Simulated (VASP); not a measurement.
Output of a VASP run:

OSZICAR:
```
       N       E                     dE             d eps       ncg     rms          rms(c)
DAV:   1     0.626316567566E+03    0.62632E+03   -0.29668E+04  2705   0.285E+03
DAV:   2     0.512630419932E+02   -0.57505E+03   -0.55359E+03  2626   0.652E+02
DAV:   3    -0.552913399297E+02   -0.10655E+03   -0.10269E+03  2877   0.202E+02
DAV:   4    -0.625654100527E+02   -0.72741E+01   -0.72243E+01  3260   0.552E+01
DAV:   5    -0.627675093181E+02   -0.20210E+00   -0.20172E+00  3089   0.907E+00    0.150E+01
DAV:   6    -0.548487279616E+02    0.79188E+01   -0.30181E+01  4607   0.637E+01    0.464E+00
DAV:   7    -0.550472132317E+02   -0.19849E+00   -0.38161E+00  2787   0.123E+01    0.381E+00
DAV:   8    -0.549910034909E+02    0.56210E-01   -0.59962E-01  3713   0.108E+01    0.104E+00
DAV:   9    -0.549551287093E+02    0.35875E-01   -0.18417E-01  4069   0.724E+00    0.412E-01
DAV:  10    -0.549560990691E+02   -0.97036E-03   -0.15945E-02  2861   0.116E+00    0.192E-01
DAV:  11    -0.549562075752E+02   -0.10851E-03   -0.15090E-03  3552   0.959E-01    0.520E-02
DAV:  12    -0.549562241531E+02   -0.16578E-04   -0.44258E-04  3984   0.448E-01    0.154E-02
DAV:  13    -0.549562380077E+02   -0.13855E-04   -0.13846E-04  3045   0.974E-02    0.116E-02
DAV:  14    -0.549562389011E+02   -0.89339E-06   -0.44627E-06  2763   0.305E-02
   1 F= -.54956239E+02 E0= -.54956239E+02  d E =-.549562E+02
       N       E                     dE             d eps       ncg     rms          rms(c)
DAV:   1    -0.549570584977E+02   -0.82049E-03   -0.30295E-02  3272   0.232E+00    0.186E-01
DAV:   2    -0.549564245162E+02    0.63398E-03   -0.28556E-03  3423   0.955E-01    0.845E-02
DAV:   3    -0.549562612762E+02    0.16324E-03   -0.50089E-04  3973   0.392E-01    0.222E-02
DAV:   4    -0.549562529285E+02    0.83477E-05   -0.20335E-04  2824   0.110E-01    0.140E-02
DAV:   5    -0.549562519682E+02    0.96034E-06   -0.11517E-05  2810   0.508E-02    0.888E-03
DAV:   6    -0.549562520234E+02   -0.55211E-07   -0.29983E-06  2328   0.578E-02
   2 F= -.54956252E+02 E0= -.54956252E+02  d E =-.131223E-04
```

OUTCAR:
```
------------------------ aborting loop because EDIFF is reached ----------------------------------------
  FORCE on cell =-STRESS in cart. coord.  units (eV):
  Direction    XX          YY          ZZ          XY          YZ          ZX
  --------------------------------------------------------------------------------------
  Total       -0.1324742     -0.1324742     -0.1591621      0.0058984     -0.0000000      0.0000000
  in kB       -2.3796448     -2.3796448     -2.8590424      0.1059541     -0.0000000      0.0000000
  external PRESSURE =      -2.5394440 kB  Pullay stress =       0.0000000 kB
  volume of cell :       89.19
      direct lattice vectors                 reciprocal lattice vectors
     0.000256165  4.468953657  4.465992887    -0.111889427  0.111889427  0.111957187
     4.468953657  0.000256165  4.465992887     0.111889427 -0.111889427  0.111957187
     2.234604911  2.234604911 -0.000000000     0.223753200  0.223753200 -0.223914374
 POSITION                                       TOTAL-FORCE (eV/Angst)
 -----------------------------------------------------------------------------------
      4.46921      4.46921      8.92918        -0.000000     -0.000000      0.005880
      4.47150      6.70152      6.69933        -0.005849      0.005849     -0.002893
      6.70152      4.47150      6.69933         0.005849     -0.005849     -0.002893
      1.11730      1.11730      1.11568        -0.000000     -0.000000      0.000222
      3.33032      1.13889      3.37155        -0.004377      0.004377      0.002834
      1.13889      3.33032      3.37155         0.004377     -0.004377      0.002834
      3.35191      3.35191      5.53794        -0.000000     -0.000000     -0.000334
      4.46921      4.46921      4.46938         0.000000     -0.000000     -0.005649
 -----------------------------------------------------------------------------------
    total drift:                                0.000005      0.000005      0.000684
  FREE ENERGIE OF THE ION-ELECTRON SYSTEM (eV)
  ---------------------------------------------------
  free  energy   TOTEN  =       -54.9562520234 eV

  energy  without entropy=      -54.9562520234  energy(sigma->0) =      -54.95625202

 reached required accuracy - stopping structural energy minimisation
```
(Selected blocks of OUTCAR.)

**POSCAR**
```
AlGa3N4
1
    0.0003704976     4.4664356670     4.4647611065
    4.4664356670     0.0003704976     4.4647611065
    2.2334030823     2.2334030823    -0.0000000000
Ga N Al
3 4 1
Direct
  0.9997551855   0.9997551855   0.0004896291
  0.9995968226   0.5004464825   0.9999566949
  0.5004464825   0.9995968226   0.9999566949
  0.1249242956   0.1249242956   0.2501514088
  0.1324791434   0.6225790832   0.2449417734
  0.6225790832   0.1324791434   0.2449417734
  0.6199039409   0.6199039409   0.2601921182
  0.5003150463   0.5003150463   0.9993699073
```

Question: Reconstruct the remaining input files.

Answer: One answer among several that fit: the input of the run itself, PBEsol GGA, plane waves, VASP's PBE PAW potentials (set 64).

KPOINTS:
```
kpoints
0
gamma
  4 4 8
```

INCAR:
```
NELM = 100   ! most electronic steps
SYSTEM = AlGa3N4
LCHARG = .FALSE.
PREC = Accurate
LREAL = .FALSE.   ! projection in real space or not
NSW = 60   ! most ionic steps
LWAVE = .FALSE.
LASPH = .TRUE.
ALGO = Normal   ! blocked Davidson
ENCUT = 520   ! plane-wave cut-off (eV)
IBRION = 2
ISIF = 3
EDIFF = 1E-6
GGA = PS   ! PBEsol
LMAXMIX = 4   ! l cut-off of mixed one-centre charges
EDIFFG = -0.02   ! ionic stop
SIGMA = 0.05
ISMEAR = 0   ! Gaussian
```

POTCAR, in this order: Ga_d N Al (PBE.64 set). Program: vasp_std.

The structure was generated: AlGa3N4 was put into an ordered model structure (Amm2), which need not be its known phase. This run relaxes it. Symmetry was kept, so distortions that lower it aren't found. The start is the result of an earlier pass.
